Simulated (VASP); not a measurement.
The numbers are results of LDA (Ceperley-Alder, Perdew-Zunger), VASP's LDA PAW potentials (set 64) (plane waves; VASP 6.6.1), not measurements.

VASP ran on this input.

**INCAR**
```
SYSTEM = ZnS
PREC = Accurate
ENCUT = 500
EDIFF = 1E-6
NELM = 100
ALGO = Normal
LREAL = .FALSE.
LASPH = .TRUE.
ISMEAR = 0
SIGMA = 0.05
LMAXMIX = 4
LWAVE = .FALSE.
LCHARG = .FALSE.
IBRION = 2
ISIF = 3
NSW = 40
EDIFFG = -0.02
PSTRESS = 50
```

### POSCAR
```
ZnS
1
    1.8371623989    -3.1820585703    -0.0000000000
    1.8371623989     3.1820585703     0.0000000000
   -0.0000000000     0.0000000000     6.0493522610
Zn S
2 2
Direct
  0.6666670000   0.3333330000   0.5010305369
  0.3333330000   0.6666670000   0.0010305369
  0.6666670000   0.3333330000   0.8739694631
  0.3333330000   0.6666670000   0.3739694631
```

**KPOINTS**
```
Automatic mesh
0
Gamma
7 7 4
0 0 0
```

POTCAR, in this order: Zn S (LDA.64 set). Program: vasp_std.

The run wrote:

### OSZICAR
```
       N       E                     dE             d eps       ncg     rms          rms(c)
DAV:   1     0.237872971170E+03    0.23787E+03   -0.17550E+04  1056   0.201E+03
DAV:   2     0.501316754678E+01   -0.23286E+03   -0.22664E+03  1104   0.386E+02
DAV:   3    -0.167483822475E+02   -0.21762E+02   -0.21670E+02  1290   0.121E+02
DAV:   4    -0.172432695689E+02   -0.49489E+00   -0.49451E+00  1206   0.189E+01
DAV:   5    -0.172528317680E+02   -0.95622E-02   -0.95613E-02  1326   0.255E+00    0.124E+01
DAV:   6    -0.163607189296E+02    0.89211E+00   -0.21829E+00  1504   0.480E+01    0.917E+00
DAV:   7    -0.163810957411E+02   -0.20377E-01   -0.23339E+00  1092   0.928E+00    0.343E+00
DAV:   8    -0.163453986740E+02    0.35697E-01   -0.11149E-01  1452   0.366E+00    0.117E+00
DAV:   9    -0.163425483717E+02    0.28503E-02   -0.36409E-02  1452   0.241E+00    0.347E-01
DAV:  10    -0.163425791915E+02   -0.30820E-04   -0.91895E-04  1264   0.454E-01    0.243E-01
DAV:  11    -0.163425989854E+02   -0.19794E-04   -0.97776E-05  1480   0.107E-01    0.467E-02
DAV:  12    -0.163425941850E+02    0.48005E-05   -0.21070E-05  1574   0.765E-02    0.283E-02
DAV:  13    -0.163425946720E+02   -0.48697E-06   -0.43557E-06  1148   0.158E-02
   1 F= -.14135332E+02 E0= -.14135332E+02  d E =-.141353E+02
```

**OUTCAR**
```
------------------------ aborting loop because EDIFF is reached ----------------------------------------
  FORCE on cell =-STRESS in cart. coord.  units (eV):
  Direction    XX          YY          ZZ          XY          YZ          ZX
  --------------------------------------------------------------------------------------
  Total        2.2305585      2.2305584      2.2742921      0.0000000      0.0000000      0.0000000
  in kB       50.5277091     50.5277076     51.5183845      0.0000000      0.0000000      0.0000000
  external PRESSURE =       0.8579337 kB  Pullay stress =      50.0000000 kB
  volume of cell :       70.73
      direct lattice vectors                 reciprocal lattice vectors
     1.837162399 -3.182058570  0.000000000     0.272158847 -0.157130986  0.000000000
     1.837162399  3.182058570  0.000000000     0.272158847  0.157130986  0.000000000
     0.000000000  0.000000000  6.049352261     0.000000000  0.000000000  0.165306955
  FREE ENERGIE OF THE ION-ELECTRON SYSTEM (eV)
  ---------------------------------------------------
  free  energy   TOTEN  =       -16.3425946720 eV

  energy  without entropy=      -16.3425946720  energy(sigma->0) =      -16.34259467
  enthalpy is  TOTEN    =       -14.1353320463 eV   P V=        2.2072626256

 reached required accuracy - stopping structural energy minimisation
```
(Selected blocks of OUTCAR.)

The compound is ZnS in the wurtzite structure, the high-temperature form. It was relaxed first under an external pressure of 5 GPa.
